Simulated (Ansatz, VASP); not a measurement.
**One calculation of TlBi3, two programs**

File INCAR:

```
SYSTEM = TlBi3
PREC     = Accurate       ! precision mode
ENCUT    = 520            ! plane-wave cutoff, eV
EDIFF    = 1E-6           ! SCF threshold, eV
ISMEAR   = 1              ! smearing method
SIGMA    = 0.01           ! smearing width, eV
LREAL    = .False.        ! projectors in reciprocal space
LASPH    = .True.         ! aspherical terms in the spheres
NELM     = 80             ! most SCF steps
ALGO     = Normal         ! electronic algorithm
ISIF     = 2              ! what is computed and relaxed
LWAVE    = .False.        ! write WAVECAR
LCHARG   = .True.         ! write CHGCAR
LELF     = .True.         ! ELF
LVHAR    = .True.       
NBANDS   = 37             ! bands
```

KPOINTS

```
regular mesh
0
Gamma
  5 5 5
  0 0 0
```

File POSCAR:

```
TlBi3
1.0
    5.0351450000      0.0000000000      0.0000000000
    0.0000000000      5.0351450000      0.0000000000
    0.0000000000      0.0000000000      5.0351450000
Tl Bi
1 3
Direct
    0.0000000000      0.0000000000      0.0000000000
    0.0000000000      0.5000000000      0.5000000000
    0.5000000000      0.0000000000      0.5000000000
    0.5000000000      0.5000000000      0.0000000000
```

Input for Ansatz:

```yaml
crystal:
  lattice:
    - [5.035145, 0.0, 0.0]
    - [0.0, 5.035145, 0.0]
    - [0.0, 0.0, 5.035145]
  atoms:
    - { symbol: Tl, position: [0.0, 0.0, 0.0] }
    - { symbol: Bi, position: [0.0, 0.5, 0.5] }
    - { symbol: Bi, position: [0.5, 0.0, 0.5] }
    - { symbol: Bi, position: [0.5, 0.5, 0.0] }
basis:
  ecutwfc: 550.0
kpoints:
  mp_grid:
    grid: [5, 5, 5]
    shift: [0.0, 0.0, 0.0]
hamiltonian:
  xc: lda
scf:
  convergence:
    dr2_threshold: 1.0e-08
  occupations:
    method: cold
    width: 0.01
output:
  stress: true
```

The cell comes from a database or a generator and needn't be the stable form of this composition.

Alike in both runs: task single point; functional LDA; k mesh 5 × 5 × 5; no spin polarisation.

|  | VASP | Ansatz |
| --- | --- | --- |
| version | VASP 6.6.1 | Ansatz 0.2.0 |
| potentials or method | VASP PAW LDA potentials, release 64 (Tl_d, Bi_d) | plane waves, PAW |
| plane-wave cutoff (eV) | 520 | 550 |
| occupations | methfessel-paxton of order 1, width 0.01 eV | cold, width 0.01 eV |
| valence electrons in the cell | 58 | 58 |

|  | VASP | Ansatz | Ansatz less VASP |
| --- | --- | --- | --- |
| pressure (GPa) | -3.9 | -3.9 | -0.04 |

Ansatz warned: «stress_scf_threshold_loose».
